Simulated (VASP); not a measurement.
Here is the system:

```xyz
3
Lattice="1.5831 -2.7420 0.0000 1.5831 2.7420 0.0000 0.0000 0.0000 3.5274" Properties=species:S:1:pos:R:3 pbc="T T T"
Zr     0.0000     0.0000     0.0000
B      1.5831     0.9140     1.7637
B      1.5831    -0.9140     1.7637
```

The numbers are results of TPSS meta-GGA, VASP's PBE PAW potentials (set 64) (plane waves; VASP 6.6.1), not measurements. Settings: 520 eV cut-off, 12×12×10 Γ-centred mesh, tetrahedra with Blöchl corrections, potentials Zr_sv B.

Q: Give the energies of bands 6 to 12 at the high-symmetry points, in eV from the Fermi level.

A: 
```json
[
 {"band": "6", "Γ": "-2.84", "M": "-8.84", "K": "-8.09", "A": "-7.18", "L": "-7.28", "H": "-9.06"},
 {"band": "7", "Γ": "-2.82", "M": "-4.09", "K": "-7.16", "A": "-1.13", "L": "-4.82", "H": "-5.15"},
 {"band": "8", "Γ": "-2.82", "M": "-3.25", "K": "-2.63", "A": "-1.13", "L": "-4.35", "H": "-2.89"},
 {"band": "9", "Γ": "-2.54", "M": "-2.93", "K": "-2.63", "A": "0.19", "L": "-2.21", "H": "-2.89"},
 {"band": "10", "Γ": "3.32", "M": "2.09", "K": "1.41", "A": "0.19", "L": "3.61", "H": "3.96"},
 {"band": "11", "Γ": "3.32", "M": "2.20", "K": "1.41", "A": "0.61", "L": "3.88", "H": "5.96"},
 {"band": "12", "Γ": "4.08", "M": "4.85", "K": "2.97", "A": "0.61", "L": "5.23", "H": "5.96"}
]
```

It has no gap at this level: it comes out as a metal or semimetal.

The compound is ZrB2 in the AlB2 type structure. It was relaxed first.
